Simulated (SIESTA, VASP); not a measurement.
An input for SIESTA (GGA PBE, numerical atomic orbitals DZP, PseudoDojo PBE standard norm-conserving potentials (rewritten from UPF to PSML)):

```
# files in the folder: Co.psml Si.psml (PseudoDojo PBE standard)
SystemName  CoSi2
SystemLabel cosi2

NumberOfAtoms                3
NumberOfSpecies              2
%block ChemicalSpeciesLabel
  1 27 Co
  2 14 Si
%endblock ChemicalSpeciesLabel
LatticeConstant              3.790092 Ang
%block LatticeVectors
     0.000000000    0.707106846    0.707106846
     0.707106846    0.000000000    0.707106846
     0.707106846    0.707106846    0.000000000
%endblock LatticeVectors
AtomicCoordinatesFormat      Fractional
%block AtomicCoordinatesAndAtomicSpecies
     0.000000000    0.000000000    0.000000000  1
     0.250000000    0.250000000    0.250000000  2
     0.750000000    0.750000000    0.750000000  2
%endblock AtomicCoordinatesAndAtomicSpecies

XC.functional                GGA
XC.authors                   PBE
PAO.BasisSize                DZP
PAO.EnergyShift              0.01 Ry
MeshCutoff                   400 Ry
%block kgrid.MonkhorstPack
   14   0   0  0.0
    0  14   0  0.0
    0   0  14  0.0
%endblock kgrid.MonkhorstPack
OccupationFunction           MP
OccupationMPOrder            0
ElectronicTemperature        272.0 meV

MaxSCFIterations             150
SCF.Mixer.Method             Pulay
SCF.Mixer.Weight             0.25
SCF.Mixer.History            8
SCF.DM.Tolerance             1.0E-05
Diag.ParallelOverK           true
WriteForces                  true
Charge.Mulliken              end
```

Task: Translate it to VASP.

Result: One set of files that does it:

### KPOINTS
```
Automatic
0
gamma
14 14 14
0 0 0
```

File POSCAR:
```
CoSi2
1
    0.0000000000     2.6800000000     2.6800000000
    2.6800000000     0.0000000000     2.6800000000
    2.6800000000     2.6800000000     0.0000000000
Co Si
1 2
Direct
  0.0000000000   0.0000000000   0.0000000000
  0.2500000000   0.2500000000   0.2500000000
  0.7500000000   0.7500000000   0.7500000000
```

**INCAR**
```
! general
SYSTEM =CoSi2
PREC   =Accurate
ENCUT  =300
LREAL  =.False.
LASPH  =.True.

! electronic loop
EDIFF  =1E-6
NELM   =100
ALGO   =Normal
LMAXMIX=4

! smearing
ISMEAR =0
SIGMA  =0.272

! functional
GGA    =PE

! ions
ISIF   =2

! output
LWAVE  =.False.
LCHARG =.False.
```

POTCAR, in this order: Co Si (PBE.64 set). Program: vasp_std.

Both inputs were run and reached self-consistency, which says nothing on mesh or cut-off. Potentials, basis and cut-offs are each code's own, so they don't translate, and total energies aren't comparable.

The structure is a typed CoSi2 crystal (Fm-3m). The cell was not relaxed at this level, and it may have been scaled.
